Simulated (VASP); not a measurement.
Consider the following.

```cif
data_F4Li4
_chemical_formula_sum 'Li4 F4'
_space_group_name_H-M_alt 'Fm-3m'
_space_group_IT_number 225
_space_group_name_Hall '-F 4 2 3'
_cell_length_a 3.91337
_cell_length_b 3.91337
_cell_length_c 3.91337
_cell_angle_alpha 90.000
_cell_angle_beta 90.000
_cell_angle_gamma 90.000
loop_
_atom_site_label
_atom_site_type_symbol
_atom_site_symmetry_multiplicity
_atom_site_Wyckoff_symbol
_atom_site_fract_x
_atom_site_fract_y
_atom_site_fract_z
_atom_site_occupancy
Li1 Li 4 a 0.00000 0.00000 0.00000 1
F1 F 4 b 0.50000 0.50000 0.50000 1
```
(The calculation used a cell of 2 atoms; values per cell refer to that cell.)

The numbers are results of LDA (Ceperley-Alder, Perdew-Zunger), VASP's LDA PAW potentials (set 64) (plane waves; VASP), not measurements. Run with 520 eV cut-off, 12×12×12 Γ-centred mesh, Gaussian smearing of 0.050 eV, potentials Li_sv F.

Task: Give the energy at these volumes per atom, relative to the lowest: 7.00, 7.22, 7.45, 7.67, 7.89 Å³.

Result: 9.7, 2.7, 0.0, 1.0, 5.2 meV/atom. A third-order Birch-Murnaghan fit gives B0 = 86.5 GPa and B0′ = 4.0.

The compound is LiF in the rock salt structure. It was relaxed first, which changed the volume by -8 %.
